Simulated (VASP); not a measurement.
# MgAlF5 in VASP: further runs

One crystal, MgAlF5, is run at these levels: PBE; tasks: single point.

Everything below comes from runs of VASP 6.6.1. Logs are shortened: lines on timing, memory, paths and dates and some standing lists are left out, and cuts for length are marked.

## 1. The structure

The cell holds a amorphous, 7 atoms: a = 4.732 Å, b = 4.013 Å, c = 4.366 Å, α = 93.84°, β = 90.74°, γ = 102.97°.

The cell was built by a generator and needn't be a form met in nature.

## 2. Single point, PBE

INCAR reads:

```
SYSTEM = MgAlF5
PREC = Accurate
ENCUT = 520
EDIFF = 1E-7
ISMEAR = -1
SIGMA = 0.1
LREAL = .FALSE.
LASPH = .TRUE.
NELM = 100
ALGO = Fast
ISIF = 2
LWAVE = .FALSE.
LCHARG = .TRUE.
GGA = PE
LELF = .TRUE.
LVHAR = .TRUE.
NBANDS = 29
```

KPOINTS reads:

```
regular mesh
0
G
  3 4 4
  0 0 0
```

POSCAR reads:

```
MgAlF5
1.0
    4.7248800000     -0.2299830000      0.1136240000
   -0.7015700000      3.9323030000     -0.3864870000
   -0.1565600000      0.1024660000      4.3621100000
Mg Al F
1 1 5
Direct
    0.7194859459      0.7965645163      0.8059209784
    0.5266386567      0.2537292250      0.3607220488
    0.1980108529      0.8393977229      0.0948406901
    0.1498166661      0.5074072942      0.4318218830
    0.2555965273      0.8996520808      0.6414154925
    0.2661562452      0.3888435707      0.9039942248
    0.9264214248      0.0204326050      0.3142894673
```

Potentials or basis: VASP PAW PBE potentials, release 64 (Mg, Al, F).

Command:

```bash
cat potpaw_PBE.64/Mg/POTCAR potpaw_PBE.64/Al/POTCAR potpaw_PBE.64/F/POTCAR > POTCAR
mpirun -np 1 vasp_std > vasp.out
```

OUTCAR:

```text
SYSTEM = MgAlF5
   PREC = Accurate
   ENCUT = 520
   EDIFF = 1E-7
   ISMEAR = -1
   LREAL = .FALSE.
   LASPH = .TRUE.
   NELM = 100
   ISIF = 2
   GGA = PE

 ion  position               nearest neighbor table
   1  0.719  0.797  0.806-   5 2.43   7 2.44   6 2.45   7 2.51   3 2.54   5 2.60   2 2.80   2 3.03
                             2 3.21   2 3.36
   2  0.527  0.254  0.361-   5 2.15   3 2.25   4 2.26   7 2.30   6 2.48   1 2.80   1 3.03   1 3.21
                             1 3.36
   3  0.198  0.839  0.095-   7 1.86   2 2.25   1 2.54
   4  0.150  0.507  0.432-   5 1.73   2 2.26
   5  0.256  0.900  0.641-   4 1.73   2 2.15   1 2.43   1 2.60
   6  0.266  0.389  0.904-   1 2.45   2 2.48
   7  0.926  0.020  0.314-   3 1.86   2 2.30   1 2.44   1 2.51

  LATTYP: Found a triclinic cell.
 ALAT       =     5.4743630639
 B/A-ratio  =     0.8643632575
 C/A-ratio  =     0.7975578359
 COS(alpha) =     0.0129552335
 COS(beta)  =     0.0602795600
 COS(gamma) =     0.6997885242

  Lattice vectors:

 A1 = (   4.0233100000,   3.7023200000,  -0.2728630000)
 A2 = (   4.7248800000,  -0.2299830000,   0.1136240000)
 A3 = (   0.1565600000,  -0.1024660000,  -4.3621100000)

Analysis of symmetry for initial positions (statically):
=====================================================================
 Subroutine PRICEL returns:
 Original cell was already a primitive cell.

 Routine SETGRP: Setting up the symmetry group for a
 triclinic supercell.

 Subroutine GETGRP returns: Found  1 space group operations
 (whereof  1 operations were pure point group operations)
 out of a pool of  2 trial point group operations.

The static configuration has the point symmetry C_1 .

Analysis of symmetry for dynamics (positions and initial velocities):
=====================================================================
 Subroutine PRICEL returns:
 Original cell was already a primitive cell.

 Routine SETGRP: Setting up the symmetry group for a
 triclinic supercell.

 Subroutine GETGRP returns: Found  1 space group operations
 (whereof  1 operations were pure point group operations)
 out of a pool of  2 trial point group operations.

The dynamic configuration has the point symmetry C_1 .

 Subroutine INISYM returns: Found  1 space group operations
 (whereof  1 operations are pure point group operations),
[... 106 lines left out ...]
   EDIFF  = 0.1E-06   stopping-criterion for ELM
   LREAL  =      F    real-space projection
   EDIFFG = 0.1E-05   stopping-criterion for IOM
   NSW    =      0    number of steps for IOM
   IBRION =     -1    ionic relax: 0-MD 1-quasi-New 2-CG
   NFREE  =      0    steps in history (QN), initial steepest desc. (CG)
   ISIF   =      2    stress and relaxation
   ISYM   =      2    0-nonsym 1-usesym 2-fastsym
   POTIM  = 0.5000    time-step for ionic-motion
   TEBEG  =    0.0;   TEEND  =   0.0 temperature during run
   PSTRESS=    0.0 pullay stress
   NELECT =      40.0000    total number of electrons
   NUPDOWN=      -1.0000    fix difference up-down
   EMIN   =  10.00;   EMAX   =-10.00  energy-range for DOS
   EFERMI =   0.00;   METHOD = LEGACY
   ISMEAR =    -1;   SIGMA  =   0.10  broadening in eV -4-tet -1-fermi 0-gaus
   EFERMI_NEDOS =   21; number of points for ismear=-14 and -15
   IALGO  =     68    algorithm
   IMIX   =      4    mixing-type and parameters
     AMIX     =   0.40;   BMIX     =  1.00
     AMIX_MAG =   1.60;   BMIX_MAG =  1.00
  volume/ion in A,a.u.               =      11.51        77.68
  Fermi-wavevector in a.u.,A,eV,Ry     =   1.296253  2.449564 22.861501  1.680273
  Thomas-Fermi vector in A             =   2.427721
   LORBIT       =      0    0 simple, 1 ext, 2 COOP (PROOUT), +10 PAW based schemes
   GGA     = PE    functional components
   LHFCALC =     F    Hartree Fock is set to
   AEXX    =    0.0000 exact exchange contribution
   IVDW    =     0    specifies the selected vdW correction
   LEPSILON=     F    determine dielectric tensor
   LRPA    =     F    only Hartree local field effects (RPA)
 non-spin polarized calculation
 RMM-DIIS sequential band-by-band and
  energy-cutoff  :      520.00
  volume of cell :       80.58
 maximum number of plane-waves:      2185
   NGX = 17   NGY = 15   NGZ = 17

 number of electron      39.9999992 magnetization

 Free energy of the ion-electron system (eV)
  ---------------------------------------------------
  ext. energy  EPLUGINS =         0.00000000
  ---------------------------------------------------
  free energy    TOTEN  =       -20.14326365 eV

  energy without entropy =      -19.98601550  energy(sigma->0) =      -20.06463957

 E-fermi :   2.7880     XC(G=0):  -9.9656

 val. band max:        2.7338809325   @ k =  -0.0000   0.5000   0.2500
 cond. band min:       2.8000895217   @ k =  -0.3333   0.2500   0.5000
 fundamental gap:      0.0662085892
 Fermi energy:         2.7879887341

 k-point     1 :       0.0000    0.0000    0.0000
  band No.  band energies     occupation
      1     -21.7988      2.00000
      2     -20.1318      2.00000
      3     -18.9978      2.00000
      4     -18.5746      2.00000
      5     -18.0906      2.00000
      6      -4.3323      2.00000
[... 757 lines left out ...]
     28      13.3983      0.00000
     29      14.2949      0.00000

 [... further k-points ...]

------------------------ aborting loop because EDIFF is reached ----------------------------------------

  FORCE on cell =-STRESS in cart. coord.  units (eV):
  Direction    XX          YY          ZZ          XY          YZ          ZX
  --------------------------------------------------------------------------------------
  -------------------------------------------------------------------------------------
  Total       -9.2448325     15.6480119     13.0271737     -4.9220593      1.5344408     -2.9952289
  in kB     -183.8208974    311.1393939    259.0275980    -97.8684428     30.5102645    -59.5560452
  external PRESSURE =     128.7820315 kB  Pullay stress =       0.0000000 kB

 VOLUME and BASIS-vectors are now :
 -----------------------------------------------------------------------------
  energy-cutoff  :      520.00
  volume of cell :       80.58
      direct lattice vectors                 reciprocal lattice vectors
     4.724880000 -0.229983000  0.113624000     0.213368521  0.038730750  0.006748200
    -0.701570000  3.932303000 -0.386487000     0.012594726  0.256004339 -0.005561508
    -0.156560000  0.102466000  4.362110000    -0.004441907  0.021673366  0.228578324

 POSITION                                       TOTAL-FORCE (eV/Angst)
 -----------------------------------------------------------------------------------
      2.71446      3.04944      3.28940         0.622195      0.180219      0.534916
      2.25382      0.91358      1.53529        -3.392314     -1.391026     -0.577708
      0.33183      3.26495      0.11179         2.907627      1.530356     -0.342745
      0.28428      2.00507      1.70457         0.539050     -3.382453     -0.208399
      0.47607      3.54465      2.47926         3.034200      3.552629     -0.564226
      0.84323      1.56047      3.82328         2.826177     -0.525012      0.672155
      4.31369     -0.10051      1.46833        -6.536936      0.035289      0.486008
 -----------------------------------------------------------------------------------
    total drift:                               -0.000620     -0.000193      0.000604

  FREE ENERGIE OF THE ION-ELECTRON SYSTEM (eV)
  ---------------------------------------------------
  free  energy   TOTEN  =       -20.1432636520 eV

  energy  without entropy=      -19.9860154972  energy(sigma->0) =      -20.06463957
```

OSZICAR:

```text
N       E                     dE             d eps       ncg     rms          rms(c)
DAV:   1     0.247184707862E+03    0.24718E+03   -0.22088E+04  1516   0.130E+03
DAV:   2    -0.113717539358E+02   -0.25856E+03   -0.24878E+03  1899   0.296E+02
[... 11 lines left out ...]
RMM:  14    -0.201432947341E+02   -0.46300E-04   -0.22979E-04  1687   0.890E-02    0.732E-02
RMM:  15    -0.201432619684E+02    0.32766E-04   -0.63337E-05  1780   0.414E-02    0.121E-02
RMM:  16    -0.201432632405E+02   -0.12721E-05   -0.84992E-06  1802   0.148E-02    0.716E-03
RMM:  17    -0.201432635821E+02   -0.34162E-06   -0.22581E-06  1704   0.767E-03    0.174E-03
RMM:  18    -0.201432636929E+02   -0.11082E-06   -0.50563E-07  1463   0.329E-03    0.243E-03
RMM:  19    -0.201432636520E+02    0.40942E-07   -0.15542E-07  1228   0.170E-03
   1 F= -.20143264E+02 E0= -.20064640E+02  d E =-.157248E+00
```

Run time: 38 s. Hardware: 1 thread of AMD EPYC 9R45 (Zen 5), shared host; peak memory 0.17 GiB.

Results:

* Free energy: -20.1433 eV
* Pressure: 12.9 GPa
* Largest force: 6.555 eV/Å
* Band gap on the k mesh: none (metal or under the smearing width)

Forces on the atoms (eV/Å):
```
Mg   0.622  0.180  0.535
Al  -3.392 -1.391 -0.578
F    2.908  1.530 -0.343
F    0.539 -3.382 -0.208
F    3.034  3.553 -0.564
F    2.826 -0.525  0.672
F   -6.537  0.035  0.486
```

Levels at points of the mesh, in eV from the Fermi level:
```tsv
k point	band 18	band 19	band 20	band 21	band 22	band 23
(0.00, 0.00, 0.00)	-1.53	-0.64	-0.29	0.26	3.53	3.94
(0.00, 0.50, 0.00)	-1.56	-0.60	-0.34	-0.10	1.36	4.48
(0.00, 0.00, 0.50)	-1.41	-0.66	-0.34	0.18	0.66	5.62
(0.00, 0.50, 0.50)	-1.03	-0.86	-0.10	0.11	1.60	2.78
```

Caveat: the k mesh is coarse (spacing up to 0.45 Å⁻¹), so the values aren't converged.

## 3. Single point, PBE

This run uses another cell than the first one, of 12.10 Å³/atom, 1.051 times its volume.

INCAR reads:

```
SYSTEM = MgAlF5
ALGO     = Normal         ! electronic algorithm
EDIFF    = 1E-6           ! SCF threshold, eV
ENCUT    = 520            ! plane-wave cutoff, eV
GGA      = PE             ! functional
ISIF     = 2              ! what is computed and relaxed
ISMEAR   = -1             ! smearing method
LASPH    = .True.         ! aspherical terms in the spheres
LCHARG   = .False.        ! write CHGCAR
LREAL    = .False.        ! projectors in reciprocal space
LWAVE    = .False.        ! write WAVECAR
NBANDS   = 29             ! bands
NELM     = 100            ! most SCF steps
PREC     = Accurate       ! precision mode
SIGMA    = 0.1            ! smearing width, eV
```

KPOINTS reads:

```
k-points
0
Gamma
  3 4 4
  0 0 0
```

POSCAR reads:

```
MgAlF5
1.0
    4.8044130000     -0.2338540000      0.1155360000
   -0.7133790000      3.9984940000     -0.3929930000
   -0.1591950000      0.1041910000      4.4355370000
Mg Al F
1 1 5
Direct
    0.7184726898      0.7848659339      0.8047718590
    0.4915526119      0.2516165957      0.3770392487
    0.2337454818      0.8881613775      0.1007704786
    0.1551485851      0.4674059824      0.4583514989
    0.3173826701      0.9342851209      0.6152331473
    0.2848094101      0.3792769918      0.8855855476
    0.8300516734     -0.0101723273      0.3199018510
```

Potentials or basis: VASP PAW PBE potentials, release 64 (Mg, Al, F).

Command:

```bash
cat potpaw_PBE.64/Mg/POTCAR potpaw_PBE.64/Al/POTCAR potpaw_PBE.64/F/POTCAR > POTCAR
mpirun -np 1 vasp_std > vasp.out
```

Run time: 39 s. Hardware: 1 thread of AMD EPYC 9R45 (Zen 5), shared host; peak memory 0.18 GiB.

It converged, with:

* Free energy: -25.5814 eV
* Pressure: 1.6 GPa
* Largest force: 5.879 eV/Å
* Band gap on the k mesh: none (metal or under the smearing width)

Forces in eV/Å, atoms in the order of the input:
```
Mg  -0.260  0.905  0.795
Al  -4.748 -3.067 -1.617
F    1.403  1.191  0.860
F    0.550 -2.076 -1.988
F    3.506  1.881 -0.185
F    2.945  1.573  2.059
F   -3.394 -0.408  0.076
```

Stress tensor (GPa, compression positive):
```
-30.05  -1.84  -1.31
 -1.84  21.61   2.93
 -1.31   2.93  13.36
```

Levels at points of the mesh, in eV from the Fermi level:
| k point | band 17 | band 18 | band 19 | band 20 | band 21 | band 22 | band 23 | band 24 |
| --- | --- | --- | --- | --- | --- | --- | --- | --- |
| (0.00, 0.00, 0.00) | -1.57 | -1.06 | -0.79 | -0.08 | -0.01 | 3.96 | 4.87 | 7.45 |
| (0.00, 0.50, 0.00) | -1.39 | -0.60 | -0.46 | -0.39 | 0.11 | 2.78 | 5.21 | 5.71 |
| (0.00, 0.00, 0.50) | -1.78 | -1.39 | -0.55 | -0.32 | -0.08 | 1.64 | 7.37 | 7.86 |
| (0.00, 0.50, 0.50) | -1.92 | -1.27 | -0.47 | -0.36 | 0.34 | 2.57 | 4.41 | 5.67 |

Caveat: the k mesh is coarse (spacing up to 0.45 Å⁻¹), so the values aren't converged.

## 4. Single point, PBE

This run uses another cell than the first one, of 13.30 Å³/atom, 1.156 times its volume.

INCAR reads:

```
PREC     = Accurate       # precision mode
ENCUT    = 520            # plane-wave cutoff, eV
EDIFF    = 1E-6           # SCF threshold, eV
ISMEAR   = -1             # smearing method
SIGMA    = 0.1            # smearing width, eV
LREAL    = F              # projectors in reciprocal space
LASPH    = T              # aspherical terms in the spheres
NELM     = 100            # most SCF steps
ALGO     = Normal         # electronic algorithm
ISIF     = 2              # what is computed and relaxed
LWAVE    = F              # write WAVECAR
LCHARG   = F              # write CHGCAR
GGA      = PE             # functional
NBANDS   = 29             # bands
```

KPOINTS reads:

```
regular mesh
0
Gamma
  3 4 4
```

POSCAR reads:

```
MgAlF5
1.0
    4.9585650000     -0.2413580000      0.1192430000
   -0.7362690000      4.1267880000     -0.4056020000
   -0.1643030000      0.1075340000      4.5778530000
Mg Al F
1 1 5
Direct
    0.7115793070      0.7833835782      0.8138208227
    0.4282977421      0.2223959789      0.3695485080
    0.2713492685      0.9416321907      0.1117775951
    0.1648761442      0.4046096731      0.4532876365
    0.4090596589      0.9794587065      0.6106755523
    0.3307319732      0.3879713359      0.8836400988
    0.7075940360     -0.0444820206      0.3213620813
```

Command:

```bash
cat potpaw_PBE.64/Mg/POTCAR potpaw_PBE.64/Al/POTCAR potpaw_PBE.64/F/POTCAR > POTCAR
mpirun -np 1 vasp_std > vasp.out
```

Run time: 44 s. Hardware: 1 thread of AMD EPYC 9R45 (Zen 5), shared host; peak memory 0.2 GiB.

It converged, with:

- Free energy: -29.2989 eV
- Pressure: 11.3 GPa
- Largest force: 7.670 eV/Å
- Band gap on the k mesh: 0.33 eV, indirect (least direct gap 0.39 eV)

Forces in eV/Å, atoms in the order of the input:
```
Mg  -1.813  0.813  0.858
Al  -2.434  1.109 -4.783
F   -1.302 -1.856 -0.794
F   -0.857  0.709 -1.390
F    0.195 -3.859  6.626
F    3.166  3.355  1.649
F    3.043 -0.272 -2.165
```

Stress tensor (GPa, compression positive):
```
-5.64 -2.77 -3.28
-2.77 17.84 -1.37
-3.28 -1.37 21.60
```

Levels at points of the mesh, in eV from the valence-band top:
```
           k point  band 16  band 17  band 18  band 19  band 20  band 21  band 22  band 23  band 24  band 25
(0.00, 0.00, 0.00)    -1.85    -1.50    -1.22    -0.40    -0.06     0.33     4.48     7.05     9.03     9.35
(0.00, 0.50, 0.00)    -2.10    -1.29    -0.96    -0.56    -0.19     2.10     3.81     6.27     7.37     9.34
(0.00, 0.00, 0.50)    -1.80    -1.65    -1.29    -1.13    -0.02     1.60     2.88     7.68     8.79     9.52
(0.00, 0.50, 0.50)    -1.98    -1.66    -1.43    -0.65    -0.22     2.51     4.18     5.16     7.60     9.11
```

Caveat: the k mesh is coarse (spacing up to 0.43 Å⁻¹), so the values aren't converged. PBE gaps usually lie below the measured ones, often by a third to a half.

## 5. Summary

| cell | gap on the mesh (eV) | pressure (GPa) | largest force (eV/Å) |
| --- | --- | --- | --- |
| P1, 11.51 Å³/atom | none | 12.9 | 6.56 |
| P1, 12.1 Å³/atom | none | 1.6 | 5.88 |
| P1, 13.3 Å³/atom | 0.33 | 11.3 | 7.67 |

Alike in all rows: task single point; level PBE; potentials or basis VASP PAW PBE potentials, release 64 (Mg, Al, F); no spin polarisation; k mesh 3 × 4 × 4; cutoff (eV) 520; smearing fermi-dirac 0.1 eV; the mesh is coarse, so values aren't converged.

Caveats: all runs use coarse meshes.

Total energies depend on the potentials used, so only differences within one code and one set of settings carry meaning.
